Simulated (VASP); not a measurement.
Crystal: Be3CdSe4.

```xyz
8
Lattice="4.0589 0.0000 0.0000 0.0000 4.0589 0.0000 0.0000 0.0000 9.9580" Properties=species:S:1:pos:R:3 pbc="T T T"
Be    0.0000    0.0000    4.9790
Be    2.0294    2.0294    8.2864
Be    2.0294    2.0294    1.6716
Cd    2.0294    2.0294    4.9790
Se    2.0294    2.0294    0.0000
Se    0.0000    2.0294    0.0000
Se    2.0294    0.0000    0.0000
Se    0.0000    0.0000    0.0000
```

The cell was built by a generator and needn't be a form met in nature.

| Quantity | Value |
| --- | --- |
| Program | VASP 6.6.1 |
| Task | relaxation of cell and atoms |
| Functional | PBE |
| Potentials or basis | VASP PAW PBE potentials, release 64 (Be, Cd, Se) |
| Cutoff | 520 eV |
| k mesh | 4 × 4 × 2 |
| Occupations | gaussian, width 0.15 eV |
| Spin | no spin polarisation |

At the start: pressure 75.9 GPa; volume 20.51 Å³/atom.

Q: How do energy, volume and symmetry change on relaxing?

A: Over 21 steps the energy falls by 3552.5 meV/atom and the volume is 33.27 Å³/atom (+62.2 %); space group P4/mmm (No. 123, to 0.05 Å).

The path:
| step | energy change (eV) | largest force (eV/Å) | pressure (GPa) | volume (Å³) |
| --- | --- | --- | --- | --- |
| 1 | 0.0000 | 12.3952 | 75.92 | 164.05 |
| 2 | -21.2275 | 0.4310 | -5.32 | 507.53 |
| 3 | -3.0741 | 1.0454 | 1.16 | 312.96 |
| 4 | -26.4702 | 0.4572 | -1.52 | 331.10 |
| 5 | -26.4919 | 0.5606 | -1.02 | 323.57 |
| 6 | -26.4909 | 0.6188 | -0.75 | 319.70 |
| 7 | -26.8069 | 0.8817 | -0.87 | 310.75 |
| 8 | -27.8441 | 1.9712 | -0.45 | 282.47 |
| 9 | -20.5023 | 6.2551 | 17.06 | 219.35 |
| 10 | -27.6806 | 3.1572 | 0.47 | 277.23 |
| 11 | -27.6967 | 3.4987 | 0.81 | 273.27 |
| 12 | -27.8117 | 3.3155 | 0.86 | 271.12 |
| 13 | -28.0098 | 2.5848 | 1.25 | 264.55 |
| 14 | -28.0135 | 2.2079 | 1.44 | 262.11 |
| 15 | -28.1642 | 1.5747 | 1.05 | 263.71 |
| 16 | -28.3862 | 0.1789 | -0.09 | 268.45 |
| 17 | -28.4001 | 0.0959 | -0.37 | 269.72 |
| 18 | -28.4013 | 0.1908 | -0.39 | 270.21 |
| 19 | -28.4012 | 0.2207 | -0.45 | 270.37 |
| 20 | -28.4092 | 0.1724 | -0.36 | 269.30 |
| 21 | -28.4203 | 0.0337 | -0.12 | 266.16 |

Final structure:
```cif
data_structure
_symmetry_space_group_name_H-M 'P 1'
_symmetry_Int_Tables_number 1
_cell_length_a 5.4649
_cell_length_b 5.4649
_cell_length_c 8.9120
_cell_angle_alpha 90.000
_cell_angle_beta 90.000
_cell_angle_gamma 90.000
_cell_volume 266.16
loop_
_atom_site_label
_atom_site_type_symbol
_atom_site_fract_x
_atom_site_fract_y
_atom_site_fract_z
_atom_site_occupancy
Be1 Be 0.00000 0.00000 0.50000 1
Be2 Be 0.50000 0.50000 0.76268 1
Be3 Be 0.50000 0.50000 0.23732 1
Cd1 Cd 0.50000 0.50000 0.50000 1
Se1 Se 0.50000 0.50000 0.00000 1
Se2 Se 0.00000 0.50000 0.00000 1
Se3 Se 0.50000 0.00000 0.00000 1
Se4 Se 0.00000 0.00000 0.00000 1
```

Caveat: the k mesh is coarse (spacing up to 0.39 Å⁻¹), so the values aren't converged; the volume moved by over 15 % at a fixed basis, so the end points are rough.
